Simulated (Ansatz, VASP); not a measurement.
# PtS2 in two plane-wave programs

Aim: how closely do two programs agree when they are given the same cell, functional and k mesh? The structure shown is the start of the Ansatz relaxation below; VASP solves that cell, so the two are compared at the walk's first step.

Method: plane waves, with VASP 6.6.1 beside it; single point at PBE with D3(BJ), in Ansatz 0.2.0.

## 1. Starting point

The structure is trigonal, space group P-3m1 (No. 164). Conventional cell: a = 3.691 Å, b = 3.691 Å, c = 4.530 Å, α = 90.00°, β = 90.00°, γ = 120.00°. Nearest to S lie 3 Pt at 2.43 Å. Nearest to Pt lie 6 S at 2.43 Å. Farther neighbours and most contacts between anions are not listed.

Coordinates:

```cif
data_structure
_symmetry_space_group_name_H-M 'P 1'
_symmetry_Int_Tables_number 1
_cell_length_a 3.6906
_cell_length_b 3.6906
_cell_length_c 4.5300
_cell_angle_alpha 90.000
_cell_angle_beta 90.000
_cell_angle_gamma 120.000
_cell_volume 53.43
loop_
_atom_site_label
_atom_site_type_symbol
_atom_site_fract_x
_atom_site_fract_y
_atom_site_fract_z
_atom_site_occupancy
S1 S 0.33333 0.66667 0.25788 1
S2 S 0.66667 0.33333 0.74212 1
Pt3 Pt 0.00000 0.00000 0.00000 1
```

## 2. Ansatz: relaxation, PBE with D3(BJ)

Ansatz runs on its PAW soft_1 files.

The two programs are compared at the cell with which this relaxation starts, whose forces are those of its first step.

Input file input.yaml:

```yaml
crystal:
  lattice:
    - [3.6905785423, 0.0, 0.0]
    - [-1.8452892711, 3.1961347723, 0.0]
    - [0.0, 0.0, 4.5299722319]
  atoms:
    - { symbol: S, position: [0.3333333333, 0.6666666667, 0.2578763277] }
    - { symbol: S, position: [0.6666666667, 0.3333333333, 0.7421236723] }
    - { symbol: Pt, position: [0.0, 0.0, 0.0] }
kpoints:
  mp_grid: { grid: [12, 12, 8] }
hamiltonian:
  xc: pbe
  dispersion: d3bj
  pseudopotentials: { kind: paw, azcp: { folder: soft_1 } }
scf:
  occupations: { method: gaussian, width: 0.01 }
output:
  forces: true
  stress: true
  eigenvalues: true
relax:
  adjacent_minimum: "off"
  f_tol: 0.001
  max_steps: 60
  cell: { stress_tol: 0.01, fix: [a, b, gamma] }
```

The run is started by

```sh
ansatz run input.yaml --threads 4 --pin off --max-ram 10240MiB --backend cpu --events-out ev --progress --plain --runs-dir out
```

Numbers of over 12 decimals in the logs are rounded to 6 here.

Log:

```text
Engine: ansatz 0.2.0, aarch64-unknown-linux-gnu
Pseudopotentials: kind: paw
Pseudopotential: S, paw, valence charge 6, recommended cutoff 420 eV (normal), soft_1/S.paw.azcp
Pseudopotential: Pt, paw, valence charge 18, recommended cutoff 420 eV (normal), soft_1/Pt.paw.azcp
Functional definition: PBE
  parameter kappa = 0.804
  parameter beta = 0.066725
  exchange = pbe_x(kappa = kappa, mu = beta*pi^2/3)
  correlation = pbe_c(beta = beta)
Crystal: 3 atoms, lattice volume = 53.434 Å³
Basis set: ecut = 420 eV, 1059 PW (Γ), exchange–correlation on 50×50×64 points (8 copies of the dense FFT grid, shifted against one another)
Bands: 19, of which v1, the nominal top of the filled ones, is band 15 counted from 1 (14 counted from 0)
Symmetry: 12 space group operations
Space group: P-3m1 (ITA 164), of the structure as read, at distance tolerance 3.8e-5 Å
k-points: 131 of 1152
Non-local potential: S, projectors of the file, l = 0: 2, l = 1: 2, l = 2: 1
Non-local potential: Pt, projectors of the file, l = 0: 3, l = 1: 2, l = 2: 2, l = 3: 1
PAW form: soft (Blöchl's): semilocal exchange-correlation on the pseudo side does not see the compensation charge
PAW one-centre angular grid: S, 110 points (default); XC on 64 Gauss nodes
PAW one-centre angular grid: Pt, 590 points (default); XC on 64 Gauss nodes
Initial density: superposition of atomic densities (chi_scale 0.1, normalization cell, long waves kept (reshape's long-wave potential 0.01 eV rms))
Initial wavefunctions: pseudopotential atomic-orbital guess
Functional: x = pbe(κ = 0.804, μ = 0.219515), c = pbe(β = 0.066725)
SCF iter   1: F=—  HF=-14331.582248 eV  |F-HF|=—  |Δ(HF+E_count)|=         —  Δρ=7.68e-2  dr2=2.85e0  ethr=3.10e-3  ⟨swp⟩=6.4  Hψ=13872  notcnv=0
preconditioner: auto → Resta (q_TF=auto, 2.478 Å⁻¹)  ε∞=7.6  [insulator: Δε(μ)=0.441 eV  Ē_g=9.302 eV  σ=0.010 eV  W_gap=1.00  n_scr=20 (ndim 8)  ℏωp=23.8 eV  f_vac=0.000  D(μ)=0.00/eV (n_scr^D=0)  ε∞_Penn≈7.6]
SCF iter   2: F=—  HF=-14331.173084 eV  |F-HF|=—  |Δ(HF+E_count)|=   4.09e-1  Δρ=3.61e-2  dr2=5.78e-1  ethr=3.10e-3  ⟨swp⟩=2.4  Hψ=4459  notcnv=0
SCF iter   3: F=—  HF=-14331.085473 eV  |F-HF|=—  |Δ(HF+E_count)|=   8.76e-2  Δρ=4.85e-3  dr2=7.14e-3  ethr=1.93e-3  ⟨swp⟩=2.8  Hψ=3991  notcnv=0
SCF iter   4: F=—  HF=-14331.086189 eV  |F-HF|=—  |Δ(HF+E_count)|=   7.15e-4  Δρ=8.06e-4  dr2=3.36e-4  ethr=2.38e-5  ⟨swp⟩=2.3  Hψ=5630  notcnv=0  defer=1
SCF iter   5: F=—  HF=-14331.086307 eV  |F-HF|=—  |Δ(HF+E_count)|=   1.18e-4  Δρ=2.76e-4  dr2=4.99e-5  ethr=1.12e-6  ⟨swp⟩=2.1  Hψ=4710  notcnv=0  defer=1
SCF iter   6: F=—  HF=-14331.086328 eV  |F-HF|=—  |Δ(HF+E_count)|=   2.09e-5  Δρ=5.80e-5  dr2=2.35e-6  ethr=1.66e-7  ⟨swp⟩=2.3  Hψ=4020  notcnv=0  defer=1
SCF iter   7: F=-14331.086330 eV  HF=-14331.086330 eV  |F-HF|=6.06e-8  |Δ(HF+E_count)|=   2.74e-6  Δρ=8.17e-6  dr2=3.63e-8  ethr=3.33e-10  ⟨swp⟩=5.0  Hψ=13264  notcnv=0
SCF 1 converged in 7 iterations: F = -14331.086330 eV  dr2 = 3.63e-8
  greatest PAW one-centre occupation: 1.000 electrons in one spin orbital (limit 2), on the Pt atom at site 2 (counted from 0), in its partial waves of l = 0
relax step   1: F+E_penalty+E_count = -14331.08633036 eV  Δ(F+E_penalty+E_count) = +0.000e0 eV  max|allowed force component| = 1.865e-1 eV/Å  Δτ_max = 0.0000 Å  P = -6.043 GPa  Ω = 53.434 Å³  fix = [a, b, gamma]  reactions: a -8.247, b -8.247 GPa  (7 SCF iters, dr2 threshold 1.00e-7 eV, accepted)
[...]
relax step   5: F+E_penalty+E_count = -14331.09048958 eV  Δ(F+E_penalty+E_count) = +1.647e-4 eV  max|allowed force component| = 4.573e-4 eV/Å  Δτ_max = 0.0000 Å  P = -4.734 GPa  Ω = 52.790 Å³  fix = [a, b, gamma]  reactions: a -7.094, b -7.094 GPa  stress off target by 1.34e-2 GPa on what of the cell is left free  SCF on the basis re-selected at this cell (its energy is not comparable with the rows above)  (10 SCF iters)
[...]
relax step   6: F+E_penalty+E_count = -14331.09049293 eV  Δ(F+E_penalty+E_count) = -3.341e-6 eV  max|allowed force component| = 1.535e-5 eV/Å  Δτ_max = 0.0002 Å  P = -4.725 GPa  Ω = 52.779 Å³  energy of the carried Pulay correction = +2.933e-6 eV  fix = [a, b, gamma]  reactions: a -7.087, b -7.087 GPa  (7 SCF iters, dr2 threshold 4.50e-10 eV, accepted)
[...]
relax step   7: F+E_penalty+E_count = -14331.09049009 eV  Δ(F+E_penalty+E_count) = +2.836e-6 eV  max|allowed force component| = 1.559e-5 eV/Å  Δτ_max = 0.0000 Å  P = -4.725 GPa  Ω = 52.779 Å³  fix = [a, b, gamma]  reactions: a -7.087, b -7.087 GPa  stress off target by 6.49e-4 GPa on what of the cell is left free  SCF on the basis re-selected at this cell (its energy is not comparable with the rows above)  (9 SCF iters)
basis re-selected at this cell: Δ(F+E_penalty+E_count) = +2.836e-6 eV, ΔP = +0.000 GPa vs the last step (what re-selecting the basis moved, of the pressure what is left beyond the Pulay correction that the steps carried, after the strain that the cell walked since its last selection, with what the two solves' SCF thresholds leave and, on support functions, any second-order correction that the steps lacked; it is no m [...]
SCF converged after 9 iterations
Free energy (F): -14331.090490 eV
Harris-Foulkes:  -14331.090490 eV  (|F-HF|=3.64e-12)
Internal energy: -14331.090472 eV  (E = F + TS)
E sigma→0 (E₀):  -14331.090481 eV
Entropy (-TS):   -0.000018 eV (-0.006 meV/atom)
Fermi energy:    11.984337 eV
--- Per-component energies (eV) ---
  E_band       = -294.444401
  E_kinetic    = 804.456378
  E_local      = -2715.605140  (includes V_loc(G=0)·N_el)
  E_nonlocal   = 271.954207
  E_hartree    = 1058.342838
  E_xc         = -409.178478
  E_vxc        = -435.667097  (∫ρ·V_xc dr)
  E_paw        = -10700.284461  (= ΣΔE_a)
  E_vpaw       = -336.269566  (= ΣTr[D̂ρ^β])
  E_aug_tail   = 0.001121  (compensation charges beyond the density's cutoff)
  E_ewald      = -2639.445442
  E_disp       = -1.331496  (pairwise vdW)
  E_smearing   = -0.000018  (= −TS)
  E_closure    = 0.000000  (closes the sum)
  Σ components = -14331.090490   (vs F -14331.090490, Δ=0.00e0)
--- Forces (eV/Å), atoms counted from 1 ---
  atom   1  S     -0.00000000    -0.00000000    -0.00001559
  atom   2  S      0.00000000     0.00000000     0.00001559
  atom   3  Pt     0.00000000     0.00000000     0.00000000
  max |Σ_I F_I| component: 6.94e-18 eV/Å
--- Stress (GPa, compression-positive) ---
       -7.087222       0.000000      -0.000000
       -0.000000      -7.087222      -0.000000
       -0.000000      -0.000000      -0.000649
  P = ⅓ Tr σ = -4.7250 GPa (-47.250 kbar)
--- Band table (eV; the first three rows and the last of 131) ---
  k-point 0: bands = [... 11 lower, 9.8591, 10.3965, 10.3965, 12.2352, 13.0941, 13.0941, 15.4784, 16.6758]
  k-point 1: bands = [... 11 lower, 9.8282, 10.2991, 10.2991, 11.9004, 13.2593, 13.2593, 15.6960, 16.9892]
  k-point 2: bands = [... 11 lower, 9.6927, 10.0836, 10.0836, 11.2031, 13.6599, 13.6599, 16.2949, 17.6558]
  k-point 130: bands = [... 11 lower, 7.5934, 8.4919, 9.5713, 9.5713, 14.0710, 14.0710, 18.4301, 19.2317]
--- Relaxed structure (5 steps of the walk, 5 accepted, 2 SCFs on fresh bases) ---
  F+E_penalty+E_count = -14331.09049009 eV   max|allowed force component| = 1.559e-5 eV/Å   (the final SCF, on the basis selected at the relaxed cell)
  cell:  # Å, volume = 52.7791 Å³
    - [3.690579, -2.886749930806267e-11, 2.8978608182412798e-18]
    - [-1.845289, 3.196135, -1.4489304091010116e-18]
    - [3.556956961644758e-18, 0, 4.474480]
  atoms:
    - { symbol: S, position: [0.333333, 0.666667, 0.256940] }
    - { symbol: S, position: [0.666667, 0.333333, 0.743060] }
    - { symbol: Pt, position: [0, 0, 0] }
```

## 3. VASP: single point, PBE with D3(BJ), start cell, pair 1

The same cell, functional, mesh and smearing now go to VASP, with its own data sets.

Lines of VASP's logs that name or quote its potential files are left out, and so is its time.

Input file INCAR:

```
SYSTEM = PtS2
PREC = Accurate
ENCUT = 400
EDIFF = 1E-06
NELM = 120
ISMEAR = 0
SIGMA = 0.01
LREAL = .FALSE.
ALGO = Normal
GGA = PE
IVDW = 12
NBANDS = 17
LASPH = .TRUE.
LORBIT = 11
LWAVE = .FALSE.
LCHARG = .FALSE.
ISIF = 2
GGA_COMPAT = .FALSE.
KPAR = 2
```

Input file POSCAR:

```
PtS2
1.0
    3.6905790000      0.0000000000      0.0000000000
   -1.8452890000      3.1961350000      0.0000000000
    0.0000000000      0.0000000000      4.5299720000
S Pt
2 1
Direct
    0.3333333333      0.6666666667      0.2578763180
    0.6666666667      0.3333333333      0.7421236820
    0.0000000000      0.0000000000      0.0000000000
```

Input file KPOINTS:

```
Automatic mesh
0
Gamma
12 12 8
0 0 0
```

Potentials, in the order of the species: S and Pt (PBE family, release 64).

The run is started by

```sh
mpirun -np 2 vasp_std
```

Log:

```text
[banner, memory and clock lines left out]
running    2 mpi-ranks, on    1 nodes
 distrk:  each k-point on    1 cores,    2 groups
 distr:  one band on    1 cores,    1 groups

 POSCAR found type information on POSCAR S Pt
 POSCAR found :  2 types and       3 ions
 LDA part: xc-table for (Slater+PW92), standard interpolation
 POSCAR, INCAR and KPOINTS ok, starting setup
 FFT: planning ... GRIDC
 FFT: planning ... GRID_SOFT
 FFT: planning ... GRID
 WAVECAR not read
 entering main loop
       N       E                     dE             d eps       ncg     rms          rms(c)
DAV:   1     0.902292288013E+02    0.90229E+02   -0.90503E+03  4646   0.928E+02
DAV:   2    -0.126075679066E+02   -0.10284E+03   -0.99932E+02  5614   0.202E+02
DAV:   3    -0.165248611475E+02   -0.39173E+01   -0.38778E+01  5609   0.411E+01
DAV:   4    -0.165632771358E+02   -0.38416E-01   -0.38397E-01  6060   0.451E+00
DAV:   5    -0.165638407270E+02   -0.56359E-03   -0.56354E-03  5798   0.518E-01    0.164E+01
DAV:   6    -0.156286156602E+02    0.93523E+00   -0.75417E+00  4515   0.259E+01    0.121E+01
DAV:   7    -0.152899500517E+02    0.33867E+00   -0.14758E+00  4542   0.121E+01    0.551E+00
DAV:   8    -0.152796735539E+02    0.10276E-01   -0.89284E-02  4944   0.193E+00    0.140E+00
DAV:   9    -0.152759601784E+02    0.37134E-02   -0.10292E-02  5870   0.102E+00    0.267E-01
DAV:  10    -0.152760487477E+02   -0.88569E-04   -0.14957E-03  5192   0.241E-01    0.934E-02
DAV:  11    -0.152760996509E+02   -0.50903E-04   -0.63462E-05  5813   0.648E-02    0.409E-02
DAV:  12    -0.152761025544E+02   -0.29036E-05   -0.91513E-06  5427   0.253E-02    0.872E-03
DAV:  13    -0.152761028902E+02   -0.33578E-06   -0.12773E-06  4503   0.850E-03
   1 F= -.16590406E+02 E0= -.16590397E+02  d E =-.184034E-04
```

Parts of OUTCAR (step 3):

```text
ion  position               nearest neighbor table
   1  0.333  0.667  0.258-   3 2.43   3 2.43   3 2.43
   2  0.667  0.333  0.742-   3 2.43   3 2.43   3 2.43
   3  0.000  0.000  0.000-   1 2.43   2 2.43   1 2.43   2 2.43   2 2.43   1 2.43

  LATTYP: Found a hexagonal cell.
 ALAT       =     3.6905790000
 C/A-ratio  =     1.2274420897

 Subroutine GETGRP returns: Found 12 space group operations
 (whereof 12 operations were pure point group operations)

The static configuration has the point symmetry D_3d.

 Found    131 irreducible k-points:

   k-points           NKPTS =    131   k-points in BZ     NKDIM =    131   number of bands    NBANDS=     17

   dimension x,y,z NGX =    24 NGY =   24 NGZ =   30
   dimension x,y,z NGXF=    48 NGYF=   48 NGZF=   60

   ENCUT  =  400.0 eV  29.40 Ry    5.42 a.u.   6.02  6.02  7.39*2*pi/ulx,y,z

   NELECT =      22.0000    total number of electrons

 k-points in reciprocal lattice and weights: Automatic mesh
   0.00000000  0.00000000  0.00000000       0.001
   0.08333333  0.00000000  0.00000000       0.005
   0.16666667 -0.00000000  0.00000000       0.005
   0.25000000 -0.00000000  0.00000000       0.005
   0.33333333 -0.00000000  0.00000000       0.005
   0.41666667  0.00000000  0.00000000       0.005
   0.50000000 -0.00000000  0.00000000       0.003
   0.08333333  0.08333333  0.00000000       0.005
   0.16666667  0.08333333  0.00000000       0.010
[...]
0.33333333  0.25000000  0.50000000       0.010
   0.33333333  0.33333333  0.50000000       0.002

 average (electrostatic) potential at core
       1 -85.1779       2 -85.1779       3 -67.8904

 E-fermi :   7.4279

 k-point     1 :       0.0000    0.0000    0.0000
  band No.  band energies     occupation
    ...
      6       3.5036      2.00000
      7       3.5036      2.00000
      8       5.2572      2.00000
      9       5.8578      2.00000
     10       5.8578      2.00000
     11       7.6278      0.00000
     12       8.4980      0.00000
     13       8.4980      0.00000
     14      11.0030      0.00000
     15      12.0494      0.00000
    ...

 k-point     2 :       0.0833    0.0000    0.0000
  band No.  band energies     occupation
    ...
      7       3.4366      2.00000
      8       4.9557      2.00000
      9       5.7983      2.00000
     10       5.8027      2.00000
     11       7.3210      2.00000
     12       8.5455      0.00000
     13       8.5939      0.00000
     14      11.4490      0.00000
     15      12.3740      0.00000
     16      14.5516      0.00000
    ...

 k-point     3 :       0.1667   -0.0000    0.0000
  band No.  band energies     occupation
    ...
      7       3.2803      2.00000
      8       4.3838      2.00000
      9       5.5995      2.00000
     10       5.6436      2.00000
     11       6.7265      2.00000
     12       8.7193      0.00000
     13       8.7224      0.00000
     14      12.2959      0.00000
     15      12.9741      0.00000
     16      14.5051      0.00000
    ...

 Edisp (eV)   -1.31430

  Total      -2.89962    -2.89962    -0.62086    -0.00000    -0.00000     0.00000
  in kB     -86.94339   -86.94338   -18.61611    -0.00001    -0.00000     0.00000
  external pressure =      -64.17 kB  Pullay stress =        0.00 kB

  energy-cutoff  :      400.00
  volume of cell :       53.43
      direct lattice vectors                 reciprocal lattice vectors
     3.690579000  0.000000000  0.000000000     0.270960194  0.156438907  0.000000000
    -1.845289000  3.196135000  0.000000000     0.000000000  0.312877898  0.000000000
     0.000000000  0.000000000  4.529972000     0.000000000  0.000000000  0.220751916

 POSITION                                       TOTAL-FORCE (eV/Angst)
 -----------------------------------------------------------------------------------
      0.00000      2.13076      1.16817         0.000000      0.000000     -0.219347
      1.84529      1.06538      3.36180        -0.000000     -0.000000      0.219347
      0.00000      0.00000      0.00000        -0.000000      0.000000      0.000000
 -----------------------------------------------------------------------------------
    total drift:                                0.000000     -0.000000     -0.000000

  FREE ENERGIE OF THE ION-ELECTRON SYSTEM (eV)
  ---------------------------------------------------
  free  energy   TOTEN  =       -16.5904062770 eV

  energy  without entropy=      -16.5903878736  energy(sigma->0) =      -16.59039708

 total charge
# of ion       s       p       d       tot
------------------------------------------
    1        1.370   2.232   0.000   3.601
    2        1.370   2.232   0.000   3.601
    3        0.668   0.705   7.949   9.322
--------------------------------------------------
tot          3.407   5.168   7.949  16.525

[... 3 further parts left out ...]
```

The run ends at a pressure of -6.42 GPa, with forces up to 0.22 eV/Å.

## 4. Differences

Known differences besides the potentials themselves: the data sets hold 30 valence electrons in Ansatz (on its PAW soft_1 files) and 22 in VASP; the cutoff is 420 eV in Ansatz and 400 eV in VASP. Total energies have different zeros and are not compared.

Forces (eV/Å; atoms numbered as in POSCAR):

```csv
atom,"Ansatz x, y, z","VASP x, y, z"
S1,"0.000, 0.000, -0.187","0.000, 0.000, -0.219"
S2,"0.000, 0.000, 0.187","0.000, 0.000, 0.219"
Pt3,"0.000, 0.000, 0.000","0.000, 0.000, 0.000"
```

The forces differ by 15 meV/Å r.m.s., which is 15.0 % of the r.m.s. force of 0.103 eV/Å (both taken over all components).

## 5. What the set-up changes

Further runs change the set-up of one program: Ansatz's method, potentials or start, or VASP's data sets, cutoff or form of LDA. The table gives that difference for each run.

```
                                                          run  r.m.s. force difference (meV/Å)
                                                     as above                               15
VASP with the data sets S and Pt_sv_GW and a cutoff of 430 eV                              5.7
```

## 6. Ansatz: relaxation, PBE with D3(BJ)

The two programs are compared at the cell with which this relaxation starts, whose forces are those of its first step. The cell compared in this pair holds 53.81 Å³, against 53.43 Å³ for the pair before.

The structure compared here is the start of the Ansatz relaxation; VASP solves that cell, so the two are compared at the walk's first step.

input.yaml, the sections that differ from step 2:

```yaml
crystal:
  lattice:
    - [3.7264094019, 0.0, 0.0]
    - [-1.8632047009, 3.227165207, 0.0]
    - [0.0, 0.0, 4.4744804069]
  atoms:
    - { symbol: S, position: [0.3333333333, 0.6666666667, 0.2569403069] }
    - { symbol: S, position: [0.6666666667, 0.3333333333, 0.7430596931] }
    - { symbol: Pt, position: [0.0, 0.0, 0.0] }
# kpoints, hamiltonian, scf, output, relax: as in step 2
```

The run is started by

```sh
ansatz run input.yaml --threads 4 --pin off --max-ram 10240MiB --backend cpu --events-out ev --progress --plain --runs-dir out
```

Log:

```text
[...]
Crystal: 3 atoms, lattice volume = 53.809 Å³
Basis set: ecut = 420 eV, 1059 PW (Γ), exchange–correlation on 50×50×60 points (8 copies of the dense FFT grid, shifted against one another)
Bands: 19, of which v1, the nominal top of the filled ones, is band 15 counted from 1 (14 counted from 0)
Symmetry: 12 space group operations
[...]
k-points: 131 of 1152
[...]
cell:  # Å, volume = 53.0618 Å³
    - [3.726409, -2.8867485948161656e-11, -2.8721959260952087e-18]
    - [-1.863205, 3.227165, 2.8721959260951983e-18]
    - [-3.4487848783803695e-18, 1.9911568779456246e-18, 4.412353]
  atoms:
    - { symbol: S, position: [0.333333, 0.666667, 0.256421] }
    - { symbol: S, position: [0.666667, 0.333333, 0.743579] }
    - { symbol: Pt, position: [0, 0, -1.2872609817325695e-19] }
[key lines of the parts left out:]
SCF converged after 9 iterations
Free energy (F): -14331.038548 eV
Fermi energy:    11.850802 eV
P = ⅓ Tr σ = -6.1313 GPa (-61.313 kbar)
```

[end of part 1 of 2]

[Lines on the potential files, build, host, timing and source positions are cut from VASP's logs without a mark.]

[Logs are printed without paths, hosts, clocks, repeated set-up lines and the standing remarks that a program may print on its own settings, such as how far it seeks lower states.]

[Hosts, paths, dates, database ids (printed as entryN), source tags and the programs' standing remarks are cut or masked in the printed files.]
